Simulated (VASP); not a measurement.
Input:

```yaml
crystal:
  lattice:
    - [3.30245, 0.00000, 0.00000]
    - [-1.65122, 2.86000, 0.00000]
    - [0.00000, 0.00000, 5.84747]
  atoms:
    - { symbol: Zr, position: [0.00000, 0.00000, 0.00000] }
    - { symbol: Zr, position: [0.00000, 0.00000, 0.50000] }
    - { symbol: C, position: [0.33333, 0.66667, 0.25000] }
    - { symbol: C, position: [0.66667, 0.33333, 0.75000] }
```

Calculation: PBE GGA, VASP's PBE PAW potentials (set 64) (plane waves; VASP). Run with 520 eV cut-off, 12×12×6 Γ-centred mesh, tetrahedra with Blöchl corrections, potentials Zr_sv C.

The cores are frozen, which limits the accuracy of field gradients.

### Question
Give the principal components of the electric field gradient (V/Å²) and the asymmetry η at each nucleus.

### Answer

```json
[
 {"atom": "Zr1", "Vxx": "48.7", "Vyy": "48.7", "Vzz": "-97.5", "η": "0.00"},
 {"atom": "Zr2", "Vxx": "48.7", "Vyy": "48.7", "Vzz": "-97.5", "η": "0.00"},
 {"atom": "C3", "Vxx": "0.7", "Vyy": "0.7", "Vzz": "-1.4", "η": "0.00"},
 {"atom": "C4", "Vxx": "0.7", "Vyy": "0.7", "Vzz": "-1.4", "η": "0.00"}
]
```

The structure was generated: ZrC was put into the NiAs type type (P6_3/mmc), which need not be its known phase. It was relaxed first, which changed the volume by -28 %.
